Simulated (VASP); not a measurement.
## AcClO: NMR shieldings

What are the shielding tensors of AcClO? The cell has space group P4/nmm. The start is a cell from a database of measured crystal structures.

Main program and level: VASP 6.6.1; LDA; plane waves and PAW (Ac, Cl, O), in the first sound run; inputs show where later runs differ.

Most raw output is cut from this account.

The database entry behind the starting cell is an old determination (1949), so it need not match the best structure at ambient conditions.

## 1. Set-up

Symmetry: P4/nmm, No. 129, tetragonal system. The conventional cell has a = 4.250 Å, b = 4.250 Å, c = 7.080 Å, α = 90.00°, β = 90.00°, γ = 90.00°. Nearest to Ac lie 4 O at 2.48 Å and 6 Cl at 3.26 to 3.82 Å. Nearest to Cl lie 6 Ac at 3.26 to 3.82 Å and 4 O at 3.32 Å. O has 4 Ac at 2.48 Å nearest. Farther neighbours and most contacts between anions are not listed.

Coordinates:

```
Ac Cl O
1.0
     4.25000    0.00000    0.00000
     0.00000    4.25000    0.00000
     0.00000    0.00000    7.08000
Ac Cl O
2 2 2
Direct
  0.50000 0.00000 0.82000
  0.00000 0.50000 0.18000
  0.50000 0.00000 0.36000
  0.00000 0.50000 0.64000
  0.50000 0.50000 0.00000
  0.00000 0.00000 0.00000
```

## 2. Ground state

The next steps need an insulator, so the gap is checked first.

INCAR

```
SYSTEM = AcClO
PREC = Accurate
ENCUT = 520
EDIFF = 1E-07
NELM = 100
ISMEAR = 0
SIGMA = 0.01
LREAL = .FALSE.
ALGO = Normal
GGA = CA
NBANDS = 30
LASPH = .TRUE.
LORBIT = 11
LWAVE = .FALSE.
LCHARG = .FALSE.
KPAR = 8
```

POSCAR

```
AcClO
1.0
    4.2500000000      0.0000000000      0.0000000000
    0.0000000000      4.2500000000      0.0000000000
    0.0000000000      0.0000000000      7.0800000000
Ac Cl O
2 2 2
Direct
    0.5000000000      0.0000000000      0.8200000000
    0.0000000000      0.5000000000      0.1800000000
    0.5000000000      0.0000000000      0.3600000000
    0.0000000000      0.5000000000      0.6400000000
    0.5000000000      0.5000000000      0.0000000000
    0.0000000000      0.0000000000      0.0000000000
```

KPOINTS

```
Automatic mesh
0
Gamma
5 5 3
0 0 0
```

Potentials, in the order of the species: Ac, Cl and O (PBE family, release 64).

Started as:

```console
> mpirun -np 8 vasp_std
```

Wall time 15 s (8 MPI ranks of AMD EPYC 7R43, shared host); peak memory 1.6 GiB.

The gap is read on the k-mesh alone, so it is an upper bound where the band edges lie off the mesh. The PAW data sets were made with PBE, a small mismatch for LDA.

A gap read on the k-mesh alone can miss the band edges.

Numbers from this step:

| Item | Value |
| --- | --- |
| free energy (TOTEN) | -44.89 eV |
| Fermi energy | 3.579 eV |
| pressure | -4.469 GPa |
| gap on the k-mesh | 4.067 eV |
| least direct gap on the k-mesh | 4.086 eV |

The cell has a gap of 4.07 eV on this mesh and a pressure of -4.5 GPa, which holds the misfit of the given cell and coordinates with this functional, and any error of cutoff, mesh and data sets. Spin-orbit coupling is left out, which can shift or reorder these edges. Forces of up to 0.50 eV/Å remain in these settings, with PBE data sets under LDA.

## 3. Shielding tensors

This step: chemical shifts by linear response (GIPAW), LDA; plane waves and PAW (Ac, Cl, O) (VASP 6.6.1).

LCHIMAG computes the induced currents by linear response. It needs tightly converged orbitals and a cutoff well above the default; LEFG adds the field gradients at no cost.

INCAR

```
SYSTEM = AcClO
PREC = Accurate
ENCUT = 560
EDIFF = 1E-09
NELM = 100
ISMEAR = 0
SIGMA = 0.01
LREAL = .FALSE.
ALGO = Normal
GGA = CA
NBANDS = 30
LASPH = .TRUE.
LWAVE = .FALSE.
LCHARG = .FALSE.
KPAR = 8
LCHIMAG = .TRUE.
LEFG = .TRUE.
DQ = 0.001
ICHIBARE = 1
LNMR_SYM_RED = .TRUE.
```

POSCAR is that of step 2.

KPOINTS

```
Automatic mesh
0
Gamma
6 6 4
0 0 0
```

Started as:

```console
> mpirun -np 8 vasp_std
```

Elapsed: 13 min, on 8 MPI ranks; peak memory 7.1 GiB.

The atoms bear forces, and field gradients depend strongly on their positions. Spin-orbit coupling is left out, which changes shieldings on and beside heavy atoms by much.

This step gave:

| Quantity | Value |
| --- | --- |
| Fermi energy | 3.565 eV |
| pressure | -4.453 GPa |
| gap on the k-mesh | 4.073 eV |

Valence and core; the G = 0 term is that of a spherical sample. NMR shielding, by row:

```tsv
atom	isotropic shielding (ppm)	span (ppm)	skew	isotropic shielding without the G = 0 term (ppm)
Ac1	8976	442.9	1	8961
Ac2	8976	442.9	1	8961
Cl3	724.4	67.3	-1	709.5
Cl4	724.4	67.3	-1	709.5
O5	-266.1	26.33	1	-281
O6	-266.1	26.33	1	-281
```

Ordered as |Vzz| ≥ |Vxx| ≥ |Vyy|, the program's way. Electric field gradients, by row:

```tsv
atom	Vxx (V/Å²)	Vyy (V/Å²)	Vzz (V/Å²)	asymmetry
Ac1	-70.03	-70.03	140.1	0
Ac2	-70.03	-70.03	140.1	0
Cl3	5.831	5.831	-11.66	0
Cl4	5.831	5.831	-11.66	0
O5	-1.346	-1.346	2.692	0
O6	-1.346	-1.346	2.692	0
```

## 4. What came out

```yaml
ac_isotropic_shielding: 8975.8 ppm
cl_isotropic_shielding: 724.4 ppm
o_isotropic_shielding: -266.1 ppm
```

**Reading.** At LDA the isotropic shieldings are Ac 8975.8 ppm; Cl 724.4 ppm; O -266.1 ppm. The widest tensor is that of Ac1, with a span (largest less smallest principal value) of 443 ppm. The largest field gradient is Vzz = 140 V/Å² at Ac1. Shifts were not obtained, since a shift is the shielding of a reference compound, computed alike, less these values. The G = 0 term is the part set by the sample's shape, taken here for a sphere. Spin-orbit effects on the shifts of and near heavy atoms are left out. No finer mesh was run, so convergence in it isn't shown. VASP's guide advises NLSPLINE for shieldings, which this input doesn't set; the effect wasn't tested. Where the functional isn't the one that the data sets were made with, the shieldings hold that mismatch too. The cell has space group P4/nmm. The given cell is kept, although it stands at -4.5 GPa at LDA and ENCUT = 560 eV, which holds the mismatch of the given cell with this functional, any error of the entry itself and any basis-set error. The atoms weren't relaxed and carry forces of up to 0.50 eV/Å at LDA in the first shielding run, so the numbers belong to the given coordinates, and a relaxation would change them.

[Lines on the potential files, build, host, timing and source positions are cut from VASP's logs without a mark.]

[Logs are printed without paths, hosts, clocks, repeated set-up lines and the standing remarks that a program may print on its own settings, such as how far it seeks lower states.]

[Hosts, paths, dates, database ids (printed as entryN), source tags and the programs' standing remarks are cut or masked in the printed files.]
